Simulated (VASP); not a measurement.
# LiGe4N3 (P-3m1) in VASP: single point with PBE

Aim: the single point of LiGe4N3 with PBE.

All numbers are computed with VASP 6.6.1; they aren't measurements. Logs are shortened: lines on timing, memory, paths and dates and some standing lists are left out, and cuts for length are marked.

## (1) Starting point

Symmetry: P-3m1, No. 164, trigonal system. The conventional cell has a = 3.067 Å, b = 3.067 Å, c = 13.018 Å, α = 90.00°, β = 90.00°, γ = 120.00°. Li (site symmetry -3m) is surrounded by 6 N at 2.30 Å. Around Ge (site symmetry 3m) lie 3 N at 2.00 Å. Ge (site symmetry 3m) has 3 N at 2.23 Å as nearest neighbours. N (site symmetry 3m) has 3 Ge at 2.00 Å and 3 Li at 2.30 Å as nearest neighbours. N (site symmetry -3m) is surrounded by 6 Ge at 2.23 Å.

The cell was built by a generator and needn't be a form met in nature.

## (2) Single point, PBE

INCAR reads:

```
SYSTEM = LiGe4N3
  ALGO = Fast
  EDIFF = 1E-5
  ENCUT = 520
  GGA = PE
  ISIF = 2
  ISMEAR = 0
  LASPH = .TRUE.
  LCHARG = .FALSE.
  LREAL = Auto
  LWAVE = .FALSE.
  NBANDS = 47
  NELM = 80
  PREC = Normal
  SIGMA = 0.15
```

KPOINTS reads:

```
k-points
0
G
  8 8 2
  0 0 0
```

POSCAR reads:

```
LiGe4N3
1.0
    3.0666200000      0.0000000000      0.0000000000
   -1.5333100000      2.6557710000      0.0000000000
    0.0000000000      0.0000000000     13.0184000000
Li Ge N
1 4 3
Direct
    0.0000000000      0.0000000000      0.0000000000
    0.6666670000      0.3333330000      0.1851750000
    0.3333330000      0.6666670000      0.8148250000
    0.6666670000      0.3333330000      0.6044940000
    0.3333330000      0.6666670000      0.3955060000
    0.3333330000      0.6666670000      0.1131200000
    0.6666670000      0.3333330000      0.8868800000
    0.0000000000      0.0000000000      0.5000000000
```

Potentials or basis: VASP PAW PBE potentials, release 64 (Li_sv, Ge_d, N).

Command:

```console
cat potpaw_PBE.64/Li_sv/POTCAR potpaw_PBE.64/Ge_d/POTCAR potpaw_PBE.64/N/POTCAR > POTCAR
mpirun -np 1 vasp_std > vasp.out
```

OUTCAR:

```text
SYSTEM = LiGe4N3
   EDIFF = 1E-5
   ENCUT = 520
   GGA = PE
   ISIF = 2
   ISMEAR = 0
   LASPH = .TRUE.
   LREAL = Auto
   NELM = 80
   PREC = Normal

 ion  position               nearest neighbor table
   1  0.000  0.000  0.000-
   2  0.667  0.333  0.185-   6 2.00   6 2.00   6 2.00
   3  0.333  0.667  0.815-   7 2.00   7 2.00   7 2.00
   4  0.667  0.333  0.604-   8 2.23   8 2.23   8 2.23
   5  0.333  0.667  0.396-   8 2.23   8 2.23   8 2.23
   6  0.333  0.667  0.113-   2 2.00   2 2.00   2 2.00
   7  0.667  0.333  0.887-   3 2.00   3 2.00   3 2.00
   8  0.000  0.000  0.500-   4 2.23   5 2.23   4 2.23   5 2.23   4 2.23   5 2.23

  LATTYP: Found a hexagonal cell.
 ALAT       =     3.0666200000
 C/A-ratio  =     4.2451950356

  Lattice vectors:

 A1 = (   3.0666200000,   0.0000000000,   0.0000000000)
 A2 = (  -1.5333100000,   2.6557710000,   0.0000000000)
 A3 = (   0.0000000000,   0.0000000000,  13.0184000000)

Analysis of symmetry for initial positions (statically):
=====================================================================
 Subroutine PRICEL returns:
 Original cell was already a primitive cell.

 Routine SETGRP: Setting up the symmetry group for a
 hexagonal supercell.

 Subroutine GETGRP returns: Found 12 space group operations
 (whereof 12 operations were pure point group operations)
 out of a pool of 24 trial point group operations.

The static configuration has the point symmetry D_3d.

Analysis of symmetry for dynamics (positions and initial velocities):
=====================================================================
 Subroutine PRICEL returns:
 Original cell was already a primitive cell.

 Routine SETGRP: Setting up the symmetry group for a
 hexagonal supercell.

 Subroutine GETGRP returns: Found 12 space group operations
 (whereof 12 operations were pure point group operations)
 out of a pool of 24 trial point group operations.

The dynamic configuration has the point symmetry D_3d.

 Subroutine INISYM returns: Found 12 space group operations
 (whereof 12 operations are pure point group operations),
 and found     1 'primitive' translations

----------------------------------------------------------------------------------------

                                     Primitive cell

  volume of cell :     106.0250

  direct lattice vectors                    reciprocal lattice vectors
     3.066620000  0.000000000  0.000000000     0.326091919  0.188269245  0.000000000
    -1.533310000  2.655771000  0.000000000     0.000000000  0.376538489  0.000000000
     0.000000000  0.000000000 13.018400000     0.000000000  0.000000000  0.076814355

  length of vectors
     3.066620000  3.066620153 13.018400000     0.376538508  0.376538489  0.076814355

  position of ions in fractional coordinates (direct lattice)
     0.000000000  0.000000000  0.000000000
     0.666667000  0.333333000  0.185175000
     0.333333000  0.666667000  0.814825000
     0.666667000  0.333333000  0.604494000
     0.333333000  0.666667000  0.395506000
     0.333333000  0.666667000  0.113120000
     0.666667000  0.333333000  0.886880000
     0.000000000  0.000000000  0.500000000

  ion indices of the primitive-cell ions
   primitive index   ion index
                 1           1
                 2           2
                 3           3
                 4           4
                 5           5
                 6           6
                 7           7
                 8           8

----------------------------------------------------------------------------------------

 KPOINTS: k-points

Automatic generation of k-mesh.
 Grid dimensions read from file:
 generate k-points for:    8    8    2

 Generating k-lattice:

  Cartesian coordinates                     Fractional coordinates (reciprocal lattice)
     0.040761490  0.023533656  0.000000000     0.125000000  0.000000000  0.000000000
     0.000000000  0.047067311  0.000000000     0.000000000  0.125000000  0.000000000
     0.000000000  0.000000000  0.038407178     0.000000000  0.000000000  0.500000000

  Length of vectors
     0.047067313  0.047067311  0.038407178

  Shift w.r.t. Gamma in fractional coordinates (k-lattice)
     0.000000000  0.000000000  0.000000000

 Subroutine IBZKPT returns following result:
 ===========================================

 Found     20 irreducible k-points:

 Following reciprocal coordinates:
            Coordinates               Weight
  0.000000  0.000000  0.000000      1.000000
  0.125000  0.000000  0.000000      6.000000
  0.250000  0.000000  0.000000      6.000000
  0.375000  0.000000  0.000000      6.000000
  0.500000  0.000000  0.000000      3.000000
  0.125000  0.125000  0.000000      6.000000
[... 12 lines left out ...]
  0.250000  0.250000  0.500000      6.000000
  0.375000  0.250000  0.500000      6.000000
   k-points           NKPTS =     20   k-points in BZ     NKDIM =     20   number of bands    NBANDS=     47
   number of dos      NEDOS =    301   number of ions     NIONS =      8
   total plane-waves  NPLWV =  25920
   dimension x,y,z NGX =    18 NGY =   18 NGZ =   80
   dimension x,y,z NGXF=    36 NGYF=   36 NGZF=  160
   ions per type =               1   4   3
   NGX,Y,Z   is equivalent  to a cutoff of   9.76,  9.76, 10.22 a.u.
   NGXF,Y,Z  is equivalent  to a cutoff of  19.52, 19.52, 20.43 a.u.
 SYSTEM =  LiGe4N3
   PREC   = normal    normal or accurate (medium, high low for compatibility)
   ISTART =      0    job   : 0-new  1-cont  2-samecut
   ICHARG =      2    charge: 1-file 2-atom 10-const
   ISPIN  =      1    spin polarized calculation?
   LNONCOLLINEAR =      F non collinear calculations
   LSORBIT =      F    spin-orbit coupling
   LASPH  =      T    aspherical Exc in radial PAW
   ENCUT  =  520.0 eV  38.22 Ry    6.18 a.u.   5.70  5.70 24.21*2*pi/ulx,y,z
   NELM   =     80;   NELMIN=  2; NELMDL= -5     # of ELM steps
   EDIFF  = 0.1E-04   stopping-criterion for ELM
   LREAL  =      T    real-space projection
   EDIFFG = 0.1E-03   stopping-criterion for IOM
   NSW    =      0    number of steps for IOM
   IBRION =     -1    ionic relax: 0-MD 1-quasi-New 2-CG
   NFREE  =      0    steps in history (QN), initial steepest desc. (CG)
   ISIF   =      2    stress and relaxation
   ISYM   =      2    0-nonsym 1-usesym 2-fastsym
   POTIM  = 0.5000    time-step for ionic-motion
   TEBEG  =    0.0;   TEEND  =   0.0 temperature during run
   PSTRESS=    0.0 pullay stress
   NELECT =      74.0000    total number of electrons
   NUPDOWN=      -1.0000    fix difference up-down
   EMIN   =  10.00;   EMAX   =-10.00  energy-range for DOS
   EFERMI =   0.00;   METHOD = LEGACY
   ISMEAR =     0;   SIGMA  =   0.15  broadening in eV -4-tet -1-fermi 0-gaus
   EFERMI_NEDOS =   21; number of points for ismear=-14 and -15
   IALGO  =     68    algorithm
   IMIX   =      4    mixing-type and parameters
     AMIX     =   0.40;   BMIX     =  1.00
     AMIX_MAG =   1.60;   BMIX_MAG =  1.00
  volume/ion in A,a.u.               =      13.25        89.44
  Fermi-wavevector in a.u.,A,eV,Ry     =   1.452165  2.744194 28.691742  2.108784
  Thomas-Fermi vector in A             =   2.569579
   LORBIT       =      0    0 simple, 1 ext, 2 COOP (PROOUT), +10 PAW based schemes
   GGA     = PE    functional components
   LHFCALC =     F    Hartree Fock is set to
   AEXX    =    0.0000 exact exchange contribution
   IVDW    =     0    specifies the selected vdW correction
   LEPSILON=     F    determine dielectric tensor
   LRPA    =     F    only Hartree local field effects (RPA)
 non-spin polarized calculation
 RMM-DIIS sequential band-by-band and
 Gauss-broadening in eV      SIGMA  =   0.15
  energy-cutoff  :      520.00
  volume of cell :      106.02
 maximum number of plane-waves:      2881
   NGX = 11   NGY = 11   NGZ = 49

 number of electron      73.9999954 magnetization

 Free energy of the ion-electron system (eV)
  ---------------------------------------------------
  ext. energy  EPLUGINS =         0.00000000
  ---------------------------------------------------
  free energy    TOTEN  =       -43.68540052 eV

  energy without entropy =      -43.64237265  energy(sigma->0) =      -43.66388658

 E-fermi :   6.4233     XC(G=0): -11.1297

 val. band max:        6.3962807604   @ k =   0.3750   0.0000   0.0000
 cond. band min:       6.4292488346   @ k =   0.3750   0.2500   0.0000
 fundamental gap:      0.0329680743
 Fermi energy:         6.4232708568

 k-point     1 :       0.0000    0.0000    0.0000
  band No.  band energies     occupation
      1     -39.3489      2.00000
      2     -18.6530      2.00000
      3     -18.6530      2.00000
      4     -18.6469      2.00000
      5     -18.6469      2.00000
      6     -18.6397      2.00000
[... 39 lines left out ...]
     46      13.7132      0.00000
     47      14.9740      0.00000

 k-point     2 :       0.1250    0.0000    0.0000
  band No.  band energies     occupation
      1     -39.3470      2.00000
      2     -18.6576      2.00000
      3     -18.6499      2.00000
      4     -18.6424      2.00000
      5     -18.6367      2.00000
      6     -18.6331      2.00000
[... 39 lines left out ...]
     46      13.3036      0.00000
     47      14.6922      0.00000

 k-point     3 :       0.2500    0.0000    0.0000
  band No.  band energies     occupation
      1     -39.3424      2.00000
      2     -18.6714      2.00000
      3     -18.6584      2.00000
      4     -18.6328      2.00000
      5     -18.6210      2.00000
      6     -18.6183      2.00000
[... 39 lines left out ...]
     46      12.7359      0.00000
     47      13.6656      0.00000

 k-point     4 :       0.3750    0.0000    0.0000
  band No.  band energies     occupation
      1     -39.3378      2.00000
      2     -18.6872      2.00000
      3     -18.6673      2.00000
      4     -18.6511      2.00000
      5     -18.6252      2.00000
      6     -18.6146      2.00000
[... 739 lines left out ...]
     46      12.7202      0.00000
     47      12.9166      0.00000

 k-point    19 :       0.2500    0.2500    0.5000
  band No.  band energies     occupation
      1     -39.3359      2.00000
      2     -18.6737      2.00000
      3     -18.6410      2.00000
      4     -18.6344      2.00000
      5     -18.6333      2.00000
      6     -18.6182      2.00000
[... 39 lines left out ...]
     46      12.5617      0.00000
     47      13.2446      0.00000

 k-point    20 :       0.3750    0.2500    0.5000
  band No.  band energies     occupation
      1     -39.3345      2.00000
      2     -18.6752      2.00000
      3     -18.6367      2.00000
      4     -18.6339      2.00000
      5     -18.6257      2.00000
      6     -18.6230      2.00000
[... 39 lines left out ...]
     46      12.6634      0.00000
     47      13.6922      0.00000

------------------------ aborting loop because EDIFF is reached ----------------------------------------

  FORCE on cell =-STRESS in cart. coord.  units (eV):
  Direction    XX          YY          ZZ          XY          YZ          ZX
  --------------------------------------------------------------------------------------
  -------------------------------------------------------------------------------------
  Total       -0.0947779     -0.0947779     -0.0173986     -0.0000000      0.0000000     -0.0000000
  in kB       -1.4322189     -1.4322191     -0.2629165     -0.0000000      0.0000000     -0.0000000
  external PRESSURE =      -1.0424515 kB  Pullay stress =       0.0000000 kB

 VOLUME and BASIS-vectors are now :
 -----------------------------------------------------------------------------
  energy-cutoff  :      520.00
  volume of cell :      106.02
      direct lattice vectors                 reciprocal lattice vectors
     3.066620000  0.000000000  0.000000000     0.326091919  0.188269245  0.000000000
    -1.533310000  2.655771000  0.000000000     0.000000000  0.376538489  0.000000000
     0.000000000  0.000000000 13.018400000     0.000000000  0.000000000  0.076814355

 POSITION                                       TOTAL-FORCE (eV/Angst)
 -----------------------------------------------------------------------------------
      0.00000      0.00000      0.00000        -0.000000      0.000000     -0.000000
      1.53331      0.88526      2.41068        -0.000000     -0.000000      0.008355
     -0.00000      1.77051     10.60772        -0.000000      0.000000     -0.008355
      1.53331      0.88526      7.86954        -0.000000      0.000000      0.041751
     -0.00000      1.77051      5.14886         0.000000     -0.000000     -0.041751
     -0.00000      1.77051      1.47264        -0.000000     -0.000000      0.008033
      1.53331      0.88526     11.54576         0.000000      0.000000     -0.008033
      0.00000      0.00000      6.50920        -0.000000      0.000000     -0.000000
 -----------------------------------------------------------------------------------
    total drift:                                0.000000      0.000000      0.000000

  FREE ENERGIE OF THE ION-ELECTRON SYSTEM (eV)
  ---------------------------------------------------
  free  energy   TOTEN  =       -43.6854005152 eV

  energy  without entropy=      -43.6423726530  energy(sigma->0) =      -43.66388658
```

Wall time 6 min (1 thread of Intel Xeon Platinum 8375C at 2.90GHz (Ice Lake), shared host); peak memory 0.2 GiB.

Results:

| Property | Result |
| --- | --- |
| Free energy | -43.6854 eV |
| Largest force | 0.042 eV/Å |
| Band gap on the k mesh | none (metal or under the smearing width) |

Forces on the atoms (eV/Å):
```
Li   0.000  0.000  0.000
Ge   0.000  0.000  0.008
Ge   0.000  0.000 -0.008
Ge   0.000  0.000  0.042
Ge   0.000  0.000 -0.042
N    0.000  0.000  0.008
N    0.000  0.000 -0.008
N    0.000  0.000  0.000
```

Caveat: the cutoff is under 1.25 times the usual one of these potentials, so pressure, stress and relaxed cells hold a basis-set (Pulay) error.
